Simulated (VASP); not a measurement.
Method: r2SCAN meta-GGA, VASP's PBE PAW potentials (set 64) (plane waves; VASP 6.6.1).

The input files of a VASP run:

**KPOINTS_OPT**
```
k-points along high-symmetry lines
6
Line-mode
Reciprocal
  0.000000   0.000000   0.000000 ! GAMMA
  0.500000   0.000000   0.000000 ! M

  0.500000   0.000000   0.000000 ! M
  0.333333   0.333333   0.000000 ! K

  0.333333   0.333333   0.000000 ! K
  0.000000   0.000000   0.000000 ! GAMMA

  0.000000   0.000000   0.000000 ! GAMMA
  0.000000   0.000000   0.500000 ! A

  0.000000   0.000000   0.500000 ! A
  0.500000   0.000000   0.500000 ! L

  0.500000   0.000000   0.500000 ! L
  0.333333   0.333333   0.500000 ! H

  0.333333   0.333333   0.500000 ! H
  0.000000   0.000000   0.500000 ! A

  0.500000   0.000000   0.500000 ! L
  0.500000   0.000000   0.000000 ! M

  0.333333   0.333333   0.500000 ! H
  0.333333   0.333333   0.000000 ! K
```

POSCAR:
```
BaAlGeH
1
    4.3511046443     0.0000000000    -0.0000000000
   -2.1755523222     3.7681667192     0.0000000000
   -0.0000000000     0.0000000000     5.2563866611
Ba Al Ge H
1 1 1 1
Direct
  0.3333330000   0.6666670000   0.1014931015
  1.0000000000   1.0000000000   0.6406578421
  0.6666670000   0.3333330000   0.5561812777
  1.0000000000   1.0000000000   0.9676677787
```

**KPOINTS**
```
Automatic mesh
0
gamma
 7 7 5
0 0 0
```

### INCAR
```
SYSTEM = BaAlGeH
PREC = Accurate
ENCUT = 400
EDIFF = 1E-7
NELM = 100
ALGO = Normal
LREAL = .FALSE.
LASPH = .TRUE.
ISMEAR = -5
METAGGA = R2SCAN
LMIXTAU = .TRUE.
LMAXMIX = 4
LWAVE = .FALSE.
LCHARG = .FALSE.
LORBIT = 11
NEDOS = 601
ISIF = 2
LEFG = .TRUE.
```

POTCAR, in this order: Ba_sv Al Ge_d H (PBE.64 set). Program: vasp_std.

**Question.** What will the output report for the number of irreducible k-points (NKPTS), number of bands (NBANDS), largest plane-wave count, number of space-group operations, FFT grid (NGX, NGY, NGZ)?

**Answer.** 
The number of irreducible k-points (NKPTS) is 32. The number of bands (NBANDS) comes out as 18. The largest plane-wave count is 1579, the number of space-group operations comes out as 6 and the FFT grid (NGX, NGY, NGZ) is 28 × 28 × 36.

The structure comes from a computed database's BaAlGeH entry (P3m1); how it stands against other phases isn't given here. It was relaxed first.
